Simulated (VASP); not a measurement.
## La2O3: accuracy against cost in the precision settings and SCF threshold

A convergence test on La2O3: the precision settings and SCF threshold. The series runs use PBE. The precision settings tried: PREC = Low; PREC = Medium; PREC = Normal; PREC = Single; PREC = Accurate; LREAL = Auto; ADDGRID = .TRUE.; LASPH = .FALSE.. The SCF threshold tried: EDIFF = 0.01; EDIFF = 0.001; EDIFF = 1E-04; EDIFF = 1E-05; EDIFF = 1E-06; EDIFF = 1E-08. The start is a computed cell from the Materials Project.

Calculated with VASP 6.6.1; PBE; plane waves and PAW (La, O).

## 1. Starting point

The structure is trigonal, space group P-3m1 (No. 164). The conventional cell has a = 3.931 Å, b = 3.931 Å, c = 6.112 Å, α = 90.00°, β = 90.00°, γ = 120.00°. Nearest to La lie 7 O at 2.36 to 2.72 Å. Nearest to O lie 4 La at 2.36 to 2.44 Å. O has 6 La at 2.72 Å nearest. Farther neighbours and most contacts between anions are not listed.

Structure file:

```cif
data_structure
_symmetry_space_group_name_H-M 'P-3m1'
_symmetry_Int_Tables_number 164
_cell_length_a 3.9308
_cell_length_b 3.9308
_cell_length_c 6.1120
_cell_angle_alpha 90.000
_cell_angle_beta 90.000
_cell_angle_gamma 120.000
_cell_volume 81.78
loop_
_atom_site_label
_atom_site_type_symbol
_atom_site_symmetry_multiplicity
_atom_site_Wyckoff_symbol
_atom_site_fract_x
_atom_site_fract_y
_atom_site_fract_z
_atom_site_occupancy
La1 La 2 d 0.66667 0.33333 0.75376 1
O1 O 2 d 0.66667 0.33333 0.35411 1
O2 O 1 a 0.00000 0.00000 0.00000 1
```

## 2. Precision settings: PREC = Low

PREC sets the FFT grids, and LREAL, ADDGRID and LASPH trade speed for accuracy. PBE, the usual starting point, adds the gradient of the density.

Contents of INCAR:

```
SYSTEM = La2O3
PREC = Low
ENCUT = 520
EDIFF = 1E-06
NELM = 100
ISMEAR = -1
SIGMA = 0.05
LREAL = .FALSE.
ALGO = Normal
GGA = PE
NBANDS = 26
LASPH = .TRUE.
LORBIT = 11
LWAVE = .FALSE.
LCHARG = .FALSE.
KPAR = 4
ISIF = 2
```

Contents of POSCAR:

```
La2O3
1.0
    3.9307778780      0.0000000000      0.0000000000
   -1.9653889390      3.4041534990      0.0000000000
    0.0000000000      0.0000000000      6.1119535200
La O
2 3
Direct
    0.6666666700      0.3333333300      0.7537643200
    0.3333333300      0.6666666700      0.2462356800
    0.6666666700      0.3333333300      0.3541093500
    0.3333333300      0.6666666700      0.6458906500
    0.0000000000      0.0000000000      0.0000000000
```

Contents of KPOINTS:

```
Automatic mesh
0
Gamma
7 7 4
0 0 0
```

PAW data sets: La and O (PBE family, release 64).

On the command line:

```bash
> mpirun -np 4 vasp_std
```

What it wrote:

```text
[banner, memory and clock lines left out]
running    4 mpi-ranks, on    1 nodes
 distrk:  each k-point on    1 cores,    4 groups
 distr:  one band on    1 cores,    1 groups

 POSCAR found type information on POSCAR LaO
 POSCAR found :  2 types and       5 ions
 LDA part: xc-table for (Slater+PW92), standard interpolation
 POSCAR, INCAR and KPOINTS ok, starting setup
 FFT: planning ... GRIDC
 FFT: planning ... GRID_SOFT
 FFT: planning ... GRID
 WAVECAR not read
 entering main loop
       N       E                     dE             d eps       ncg     rms          rms(c)
DAV:   1     0.479822688994E+03    0.47982E+03   -0.15609E+04  1496   0.233E+03
DAV:   2     0.864233466376E+02   -0.39340E+03   -0.38288E+03  2080   0.383E+02
DAV:   3    -0.302475406566E+02   -0.11667E+03   -0.11387E+03  2486   0.204E+02
DAV:   4    -0.464659763737E+02   -0.16218E+02   -0.16195E+02  2490   0.820E+01
DAV:   5    -0.474868383898E+02   -0.10209E+01   -0.10203E+01  2464   0.234E+01    0.149E+01
DAV:   6    -0.418537389338E+02    0.56331E+01   -0.50647E+01  2328   0.410E+01    0.754E+00
DAV:   7    -0.418243869956E+02    0.29352E-01   -0.55287E+00  2856   0.228E+01    0.348E+00
DAV:   8    -0.418206926129E+02    0.36944E-02   -0.51235E-01  2552   0.601E+00    0.128E+00
DAV:   9    -0.418200123401E+02    0.68027E-03   -0.79110E-02  2568   0.230E+00    0.389E-01
DAV:  10    -0.418223790091E+02   -0.23667E-02   -0.36280E-02  2496   0.127E+00    0.193E-01
DAV:  11    -0.418232300034E+02   -0.85099E-03   -0.11222E-02  2496   0.775E-01    0.132E-01
DAV:  12    -0.418234463753E+02   -0.21637E-03   -0.24066E-03  2224   0.353E-01    0.643E-02
DAV:  13    -0.418234695942E+02   -0.23219E-04   -0.12715E-03  2544   0.232E-01    0.227E-02
DAV:  14    -0.418234776693E+02   -0.80751E-05   -0.16340E-04  2456   0.980E-02    0.122E-02
DAV:  15    -0.418234759875E+02    0.16818E-05   -0.38758E-05  2592   0.431E-02    0.357E-03
DAV:  16    -0.418234761405E+02   -0.15301E-06   -0.35850E-06  1832   0.149E-02
   1 F= -.41823476E+02 E0= -.41823476E+02  d E =-.273801E-10
```

The job ended after 11 s (4 MPI ranks of AMD EPYC 9R45, shared host; peak memory 0.57 GiB).

The logs omit lines about the potential files and the build; timing stands in the text.

From OUTCAR (step 2):

```text
ion  position               nearest neighbor table
   1  0.667  0.333  0.754-   4 2.36   4 2.36   4 2.36   3 2.44   5 2.72   5 2.72   5 2.72
   2  0.333  0.667  0.246-   3 2.36   3 2.36   3 2.36   4 2.44   5 2.72   5 2.72   5 2.72
   3  0.667  0.333  0.354-   2 2.36   2 2.36   2 2.36   1 2.44
   4  0.333  0.667  0.646-   1 2.36   1 2.36   1 2.36   2 2.44
   5  0.000  0.000  0.000-   1 2.72   2 2.72   1 2.72   2 2.72   1 2.72   2 2.72

  LATTYP: Found a hexagonal cell.
 ALAT       =     3.9307778780
 C/A-ratio  =     1.5548966921

 Subroutine GETGRP returns: Found 12 space group operations
 (whereof 12 operations were pure point group operations)

The static configuration has the point symmetry D_3d.

 Found     28 irreducible k-points:

   k-points           NKPTS =     28   k-points in BZ     NKDIM =     28   number of bands    NBANDS=     26

   dimension x,y,z NGX =    24 NGY =   24 NGZ =   36
   dimension x,y,z NGXF=    24 NGYF=   24 NGZF=   36

   ENCUT  =  520.0 eV  38.22 Ry    6.18 a.u.   7.31  7.31 11.36*2*pi/ulx,y,z

   NELECT =      40.0000    total number of electrons

 k-points in reciprocal lattice and weights: Automatic mesh
   0.00000000  0.00000000  0.00000000       0.005
   0.14285714  0.00000000  0.00000000       0.031
   0.28571429  0.00000000  0.00000000       0.031
   0.42857143  0.00000000  0.00000000       0.031
   0.14285714  0.14285714  0.00000000       0.031
   0.28571429  0.14285714  0.00000000       0.061
   0.42857143  0.14285714  0.00000000       0.031
   0.28571429  0.28571429  0.00000000       0.031
   0.00000000  0.00000000  0.25000000       0.010
[...]
0.42857143  0.14285714  0.50000000       0.031
   0.28571429  0.28571429  0.50000000       0.031

 average (electrostatic) potential at core
       1 -94.9487       2 -94.9487       3 -67.0694       4 -67.0694       5 -66.5741

 E-fermi :   7.1279

 k-point     1 :       0.0000    0.0000    0.0000
  band No.  band energies     occupation
    ...
     16       3.9046      2.00000
     17       4.3278      2.00000
     18       5.6016      2.00000
     19       5.6021      2.00000
     20       5.8670      2.00000
     21      10.2993      0.00000
     22      10.5782      0.00000
     23      10.5783      0.00000
     24      11.1526      0.00000
     25      11.3538      0.00000
    ...

 k-point     2 :       0.1429    0.0000    0.0000
  band No.  band energies     occupation
    ...
     16       3.9840      2.00000
     17       4.7862      2.00000
     18       5.3281      2.00000
     19       5.5879      2.00000
     20       5.8000      2.00000
     21      10.3998      0.00000
     22      10.6010      0.00000
     23      10.7184      0.00000
     24      11.1990      0.00000
     25      11.3028      0.00000
    ...

 k-point     3 :       0.2857    0.0000    0.0000
  band No.  band energies     occupation
    ...
     16       4.5222      2.00000
     17       4.9956      2.00000
     18       5.1249      2.00000
     19       5.6199      2.00000
     20       5.7404      2.00000
     21      10.1074      0.00000
     22      10.6792      0.00000
     23      10.9954      0.00000
     24      11.2256      0.00000
     25      11.2576      0.00000
    ...

  Total        0.7664929      0.7664929      0.9341121     -0.0000000      0.0000000      0.0000000
  in kB       15.0158886     15.0158886     18.2996129     -0.0000000      0.0000000      0.0000000
  external PRESSURE =      16.1104634 kB  Pullay stress =       0.0000000 kB

  energy-cutoff  :      520.00
  volume of cell :       81.78
      direct lattice vectors                 reciprocal lattice vectors
     3.930777878  0.000000000  0.000000000     0.254402571  0.146879393  0.000000000
    -1.965388939  3.404153499  0.000000000     0.000000000  0.293758786  0.000000000
     0.000000000  0.000000000  6.111953520     0.000000000  0.000000000  0.163613810

 POSITION                                       TOTAL-FORCE (eV/Angst)
 -----------------------------------------------------------------------------------
      1.96539      1.13472      4.60697         0.000000     -0.000000     -0.015874
     -0.00000      2.26944      1.50498         0.000000      0.000000      0.015874
      1.96539      1.13472      2.16430         0.000000      0.000000     -0.006041
     -0.00000      2.26944      3.94765        -0.000000      0.000000      0.006041
      0.00000      0.00000      0.00000        -0.000000      0.000000      0.000000
 -----------------------------------------------------------------------------------
    total drift:                                0.000000      0.000000      0.000000

  FREE ENERGIE OF THE ION-ELECTRON SYSTEM (eV)
  ---------------------------------------------------
  free  energy   TOTEN  =       -41.8234761405 eV

  energy  without entropy=      -41.8234761405  energy(sigma->0) =      -41.82347614

 total charge
# of ion       s       p       d       f       tot
--------------------------------------------------
    1        2.018   5.698   0.645   0.244   8.605
    2        2.018   5.698   0.645   0.244   8.605
    3        1.570   3.465   0.000   0.000   5.035
    4        1.570   3.465   0.000   0.000   5.035
    5        1.557   3.381   0.000   0.000   4.937
--------------------------------------------------
tot          8.733  21.706   1.290   0.488  32.217

[... 3 further parts left out ...]
```

The gap is read on the k-mesh alone, so it is an upper bound where the band edges lie off the mesh. Spin-orbit coupling is off here; with elements this heavy it splits and shifts levels by tenths of an eV or more.

This step gave:

| Quantity | Value |
| --- | --- |
| electronic steps | 16 |
| electrons | 40 |
| bands | 26 |
| irreducible k points | 28 |
| symmetry operations | 12 |
| free energy (TOTEN) | -41.82 eV |
| Fermi energy | 7.128 eV |
| pressure | 1.611 GPa |
| metallic | no |
| valence top at k | 0.4286, 0, 0.5 |
| conduction bottom at k | 0.4286, 0, 0 |
| least direct gap at k | 0.2857, 0.2857, 0 |
| gap on the k-mesh | 3.913 eV |
| least direct gap on the k-mesh | 4.111 eV |

The series starts at -8.3647 eV an atom and 1.61 GPa, after 16 cycles in 11 s.

## 3. Precision settings: PREC = Medium

Edit INCAR of step 2 so:

```diff
@@ -1,3 +1,3 @@
 SYSTEM = La2O3
-PREC = Low
+PREC = Medium
 ENCUT = 520
```

POSCAR is that of step 2.

KPOINTS is that of step 2.

On the command line:

```bash
> mpirun -np 4 vasp_std
```

What it wrote:

```text
[... set-up lines as in an earlier step ...]
 entering main loop
       N       E                     dE             d eps       ncg     rms          rms(c)
DAV:   1     0.479815814713E+03    0.47982E+03   -0.15609E+04  1496   0.233E+03
DAV:   2     0.864234758146E+02   -0.39339E+03   -0.38287E+03  2080   0.383E+02
DAV:   3    -0.302424073200E+02   -0.11667E+03   -0.11387E+03  2486   0.204E+02
DAV:   4    -0.464603626904E+02   -0.16218E+02   -0.16195E+02  2490   0.820E+01
[...]
DAV:  14    -0.418181286957E+02   -0.70659E-05   -0.20405E-04  2440   0.104E-01    0.143E-02
DAV:  15    -0.418181260156E+02    0.26802E-05   -0.51825E-05  2656   0.503E-02    0.337E-03
DAV:  16    -0.418181263804E+02   -0.36488E-06   -0.50051E-06  2056   0.152E-02
   1 F= -.41818126E+02 E0= -.41818126E+02  d E =-.292344E-10
```

The job ended after 11 s (4 MPI ranks; peak memory 0.62 GiB; 40 s of CPU time).

From OUTCAR (step 3):

```text
  Total        0.7595298      0.7595298      0.9297551      0.0000000     -0.0000000     -0.0000000
  in kB       14.8794793     14.8794793     18.2142579      0.0000000     -0.0000000     -0.0000000
  external PRESSURE =      15.9910722 kB  Pullay stress =       0.0000000 kB

 POSITION                                       TOTAL-FORCE (eV/Angst)
 -----------------------------------------------------------------------------------
      1.96539      1.13472      4.60697        -0.000000      0.000000      0.004897
     -0.00000      2.26944      1.50498         0.000000      0.000000     -0.004897
      1.96539      1.13472      2.16430        -0.000000      0.000000     -0.011826
     -0.00000      2.26944      3.94765        -0.000000     -0.000000      0.011826
      0.00000      0.00000      0.00000         0.000000      0.000000     -0.000000
 -----------------------------------------------------------------------------------
    total drift:                                0.000000     -0.000000     -0.000000

  FREE ENERGIE OF THE ION-ELECTRON SYSTEM (eV)
  ---------------------------------------------------
  free  energy   TOTEN  =       -41.8181263804 eV

  energy  without entropy=      -41.8181263804  energy(sigma->0) =      -41.81812638

[... 2 parts as in an earlier step ...]

[... 1 further part left out ...]
[key lines of the parts left out:]
E-fermi :   7.1237
```

Against the first of the series the energy moves by +1.07 meV an atom and the pressure by -0.01 GPa, after 16 cycles in 11 s.

## 4. Precision settings: PREC = Normal

Edit INCAR of step 3 so:

```diff
@@ -1,3 +1,3 @@
 SYSTEM = La2O3
-PREC = Medium
+PREC = Normal
 ENCUT = 520
```

POSCAR is that of step 3.

KPOINTS is that of step 3.

On the command line:

```bash
> mpirun -np 4 vasp_std
```

What it wrote:

```text
[... set-up lines as in an earlier step ...]
 entering main loop
       N       E                     dE             d eps       ncg     rms          rms(c)
DAV:   1     0.479816839030E+03    0.47982E+03   -0.15609E+04  1496   0.233E+03
DAV:   2     0.864237119873E+02   -0.39339E+03   -0.38287E+03  2080   0.383E+02
DAV:   3    -0.302420270027E+02   -0.11667E+03   -0.11387E+03  2486   0.204E+02
DAV:   4    -0.464598777459E+02   -0.16218E+02   -0.16195E+02  2490   0.820E+01
[...]
DAV:  14    -0.418174979272E+02   -0.68905E-05   -0.19762E-04  2400   0.104E-01    0.139E-02
DAV:  15    -0.418174955226E+02    0.24047E-05   -0.48447E-05  2640   0.495E-02    0.329E-03
DAV:  16    -0.418174958718E+02   -0.34919E-06   -0.49092E-06  2000   0.153E-02
   1 F= -.41817496E+02 E0= -.41817496E+02  d E =-.292279E-10
```

Wall time 11 s (4 MPI ranks); peak memory 0.69 GiB; 43 s of CPU time.

Parts of OUTCAR (step 4):

```text
  Total        0.7596316      0.7596316      0.9280491     -0.0000000     -0.0000000      0.0000000
  in kB       14.8814739     14.8814739     18.1808361     -0.0000000     -0.0000000      0.0000000
  external PRESSURE =      15.9812613 kB  Pullay stress =       0.0000000 kB

 POSITION                                       TOTAL-FORCE (eV/Angst)
 -----------------------------------------------------------------------------------
      1.96539      1.13472      4.60697        -0.000000     -0.000000      0.003656
     -0.00000      2.26944      1.50498        -0.000000      0.000000     -0.003656
      1.96539      1.13472      2.16430        -0.000000     -0.000000     -0.011470
     -0.00000      2.26944      3.94765         0.000000      0.000000      0.011470
      0.00000      0.00000      0.00000         0.000000      0.000000      0.000000
 -----------------------------------------------------------------------------------
    total drift:                               -0.000000     -0.000000      0.000000

  FREE ENERGIE OF THE ION-ELECTRON SYSTEM (eV)
  ---------------------------------------------------
  free  energy   TOTEN  =       -41.8174958718 eV

  energy  without entropy=      -41.8174958717  energy(sigma->0) =      -41.81749587

[... 2 parts as in an earlier step ...]

[... 1 further part left out ...]
[key lines of the parts left out:]
E-fermi :   7.1237
```

Against the first of the series the energy moves by +1.20 meV an atom and the pressure by -0.01 GPa, after 16 cycles in 11 s.

## 5. Precision settings: PREC = Single

Edit INCAR of step 4 so:

```diff
@@ -1,3 +1,3 @@
 SYSTEM = La2O3
-PREC = Normal
+PREC = Single
 ENCUT = 520
```

POSCAR is that of step 4.

KPOINTS is that of step 4.

On the command line:

```bash
> mpirun -np 4 vasp_std
```

What it wrote:

```text
[... set-up lines as in an earlier step ...]
 entering main loop
       N       E                     dE             d eps       ncg     rms          rms(c)
DAV:   1     0.479818819173E+03    0.47982E+03   -0.15609E+04  1496   0.233E+03
DAV:   2     0.864243548054E+02   -0.39339E+03   -0.38288E+03  2080   0.383E+02
DAV:   3    -0.302423136617E+02   -0.11667E+03   -0.11387E+03  2486   0.204E+02
DAV:   4    -0.464614991673E+02   -0.16219E+02   -0.16196E+02  2490   0.820E+01
[...]
DAV:  14    -0.418188503777E+02   -0.69638E-05   -0.19048E-04  2360   0.102E-01    0.137E-02
DAV:  15    -0.418188481058E+02    0.22719E-05   -0.47518E-05  2648   0.497E-02    0.324E-03
DAV:  16    -0.418188484405E+02   -0.33469E-06   -0.48029E-06  1976   0.153E-02
   1 F= -.41818848E+02 E0= -.41818848E+02  d E =-.290664E-10
```

It took 15 s on 4 MPI ranks; peak memory 0.61 GiB.

From OUTCAR (step 5):

```text
  Total        0.7694453      0.7694453      0.9390997     -0.0000000     -0.0000000      0.0000000
  in kB       15.0737268     15.0737268     18.3973210     -0.0000000     -0.0000000      0.0000000
  external PRESSURE =      16.1815916 kB  Pullay stress =       0.0000000 kB

 POSITION                                       TOTAL-FORCE (eV/Angst)
 -----------------------------------------------------------------------------------
      1.96539      1.13472      4.60697        -0.000000      0.000000      0.000307
     -0.00000      2.26944      1.50498         0.000000     -0.000000     -0.000307
      1.96539      1.13472      2.16430         0.000000     -0.000000     -0.010962
     -0.00000      2.26944      3.94765        -0.000000      0.000000      0.010962
      0.00000      0.00000      0.00000        -0.000000      0.000000      0.000000
 -----------------------------------------------------------------------------------
    total drift:                                0.000000      0.000000     -0.000000

  FREE ENERGIE OF THE ION-ELECTRON SYSTEM (eV)
  ---------------------------------------------------
  free  energy   TOTEN  =       -41.8188484405 eV

  energy  without entropy=      -41.8188484405  energy(sigma->0) =      -41.81884844

[... 2 parts as in an earlier step ...]

[... 1 further part left out ...]
[key lines of the parts left out:]
E-fermi :   7.1241
```

Against the first of the series the energy moves by +0.93 meV an atom and the pressure by +0.01 GPa, after 16 cycles in 15 s.

## 6. Precision settings: PREC = Accurate

Edit INCAR of step 5 so:

```diff
@@ -1,3 +1,3 @@
 SYSTEM = La2O3
-PREC = Single
+PREC = Accurate
 ENCUT = 520
```

POSCAR is that of step 5.

KPOINTS is that of step 5.

On the command line:

```bash
> mpirun -np 4 vasp_std
```

What it wrote:

```text
[... set-up lines as in an earlier step ...]
 entering main loop
       N       E                     dE             d eps       ncg     rms          rms(c)
DAV:   1     0.479816407069E+03    0.47982E+03   -0.15609E+04  1496   0.233E+03
DAV:   2     0.864241502586E+02   -0.39339E+03   -0.38287E+03  2080   0.383E+02
DAV:   3    -0.302407828781E+02   -0.11666E+03   -0.11387E+03  2486   0.204E+02
DAV:   4    -0.464597756160E+02   -0.16219E+02   -0.16196E+02  2490   0.820E+01
[...]
DAV:  14    -0.418174607676E+02   -0.70239E-05   -0.20165E-04  2440   0.104E-01    0.140E-02
DAV:  15    -0.418174582843E+02    0.24833E-05   -0.50518E-05  2648   0.492E-02    0.345E-03
DAV:  16    -0.418174586002E+02   -0.31589E-06   -0.47208E-06  2032   0.151E-02
   1 F= -.41817459E+02 E0= -.41817459E+02  d E =-.292294E-10
```

It took 17 s on 4 MPI ranks; peak memory 0.84 GiB; 64 s of CPU time.

Parts of OUTCAR (step 6):

```text
  Total        0.7602330      0.7602330      0.9280889     -0.0000000      0.0000000      0.0000000
  in kB       14.8932549     14.8932549     18.1816153     -0.0000000      0.0000000      0.0000000
  external PRESSURE =      15.9893750 kB  Pullay stress =       0.0000000 kB

 POSITION                                       TOTAL-FORCE (eV/Angst)
 -----------------------------------------------------------------------------------
      1.96539      1.13472      4.60697         0.000000      0.000000      0.003266
     -0.00000      2.26944      1.50498        -0.000000     -0.000000     -0.003266
      1.96539      1.13472      2.16430        -0.000000      0.000000     -0.011565
     -0.00000      2.26944      3.94765         0.000000     -0.000000      0.011565
      0.00000      0.00000      0.00000         0.000000      0.000000      0.000000
 -----------------------------------------------------------------------------------
    total drift:                               -0.000000      0.000000     -0.000000

  FREE ENERGIE OF THE ION-ELECTRON SYSTEM (eV)
  ---------------------------------------------------
  free  energy   TOTEN  =       -41.8174586002 eV

  energy  without entropy=      -41.8174586002  energy(sigma->0) =      -41.81745860

[... 2 parts as in an earlier step ...]

[... 1 further part left out ...]
[key lines of the parts left out:]
E-fermi :   7.1237
```

Against the first of the series the energy moves by +1.20 meV an atom and the pressure by -0.01 GPa, after 16 cycles in 17 s.

[end of part 1 of 3]

[Lines on the potential files, build, host, timing and source positions are cut from VASP's logs without a mark.]

[Logs are printed without paths, hosts, clocks, repeated set-up lines and the standing remarks that a program may print on its own settings, such as how far it seeks lower states.]

[Hosts, paths, dates, database ids (printed as entryN), source tags and the programs' standing remarks are cut or masked in the printed files.]

[A measured line is paired with the nearest computed mode of its activity, which favours agreement.]
